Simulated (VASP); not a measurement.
Na3Cl2: single point with PBEsol

Na3Cl2:

```
Na Cl
1.0
     1.39470   -9.52100   -0.53194
     2.07975    9.63955    0.37341
    -0.15888    0.15702    3.94748
Na Cl
3 2
Direct
  0.50000 0.50000 0.00000
  0.33101 0.66899 0.00000
  0.66899 0.33101 0.00000
  0.91340 0.08660 0.50000
  0.08660 0.91340 0.50000
```

The cell comes from a database or a generator and needn't be the stable form of this composition.

```
Program             : VASP 6.6.1
Task                : single point
Functional          : PBEsol
Potentials or basis : VASP PAW PBE potentials, release 64 (Na_pv, Cl)
Cutoff              : 520 eV
k mesh              : 4 × 4 × 4
Occupations         : tetrahedron
Spin                : no spin polarisation
```

- Pressure: -0.8 GPa
- Largest force: 0.169 eV/Å
- Band gap on the k mesh: none (metal or under the smearing width)

Forces in eV/Å, atoms in the order of the input:
```
Na   0.000  0.000  0.000
Na  -0.012 -0.013 -0.044
Na   0.012  0.013  0.044
Cl   0.050  0.139  0.082
Cl  -0.050 -0.139 -0.082
```

Stress tensor (GPa, compression positive):
```
 0.26 -0.24  0.07
-0.24  2.43 -0.10
 0.07 -0.10 -4.97
```

Levels at points of the mesh, in eV from the Fermi level:
| k point | band 15 | band 16 | band 17 | band 18 | band 19 | band 20 | band 21 | band 22 |
| --- | --- | --- | --- | --- | --- | --- | --- | --- |
| (0.00, 0.00, 0.00) | -4.59 | -3.94 | -3.79 | -1.84 | 0.84 | 1.23 | 4.16 | 4.65 |
| (0.50, 0.00, 0.00) | -4.59 | -4.35 | -4.20 | 1.01 | 1.20 | 2.89 | 2.97 | 4.09 |
| (0.00, 0.50, 0.00) | -4.59 | -4.35 | -4.19 | 1.03 | 1.10 | 3.04 | 3.07 | 4.11 |
| (0.50, 0.50, 0.00) | -4.67 | -3.94 | -3.79 | -1.41 | -0.02 | 2.12 | 3.46 | 4.73 |
| (0.00, 0.00, 0.50) | -4.40 | -3.87 | -3.71 | -0.02 | 0.86 | 2.73 | 3.35 | 4.30 |
| (0.50, 0.00, 0.50) | -5.39 | -5.23 | -4.07 | 1.63 | 2.13 | 2.81 | 2.82 | 3.55 |
| (0.00, 0.50, 0.50) | -5.39 | -5.23 | -4.06 | 1.57 | 2.33 | 2.70 | 2.84 | 3.32 |
| (0.50, 0.50, 0.50) | -4.46 | -3.87 | -3.71 | 0.13 | 1.12 | 2.10 | 3.26 | 3.77 |

It took 3.2 min on 1 thread of Intel(R) Xeon(R) 6975P-C (Granite Rapids), with other jobs on the host, peak memory 0.44 GiB.

Caveat: the k mesh is coarse (spacing up to 0.47 Å⁻¹), so the values aren't converged; the PAW data sets were made with another functional, which shifts forces and pressure a little; an odd number of electrons without spin polarisation forces a metal; a magnetic or distorted state may lie lower; tetrahedron occupations give inexact forces and stress in metals.
